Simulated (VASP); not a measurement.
These are PBEsol GGA, VASP's PBE PAW potentials (set 64) (plane waves; VASP) values and carry that method's errors.

VASP input:

File KPOINTS:
```
K-points
0
G
  13 13 13
0 0 0
```

File POSCAR:
```
Sc
1
   -1.8133050131     1.8133050131     1.8133050131
    1.8133050131    -1.8133050131     1.8133050131
    1.8133050131     1.8133050131    -1.8133050131
Sc
1
Direct
  0.0000000000   0.0000000000   0.0000000000
```

### INCAR
```
SYSTEM  =  Sc
PREC  =  Accurate; ENCUT  =  400; LREAL  =  .FALSE.
LASPH  =  .TRUE.
EDIFF  =  1E-6; NELM  =  100; ALGO  =  Normal
LMAXMIX  =  4
ISMEAR  =  1; SIGMA  =  0.1
GGA  =  PS
IBRION  =  2; NSW  =  60; ISIF  =  3
EDIFFG  =  -0.01
LWAVE  =  .FALSE.; LCHARG  =  .FALSE.
```

POTCAR, in this order: Sc_sv (PBE.64 set). Program: vasp_std.

Q: What will the output report for the number of irreducible k-points (NKPTS), number of bands (NBANDS), largest plane-wave count, number of space-group operations, FFT grid (NGX, NGY, NGZ)?

A: 
```json
{
 "number of irreducible k-points (NKPTS)": "84",
 "number of bands (NBANDS)": "9",
 "largest_plane_wave_count": "448",
 "number_of_space_group_operations": "48",
 "FFT grid (NGX, NGY, NGZ)": "20 × 20 × 20"
}
```

The structure was generated: Sc was put into the bcc type (Im-3m), which need not be its known phase. It was relaxed first. The start is the result of an earlier pass.
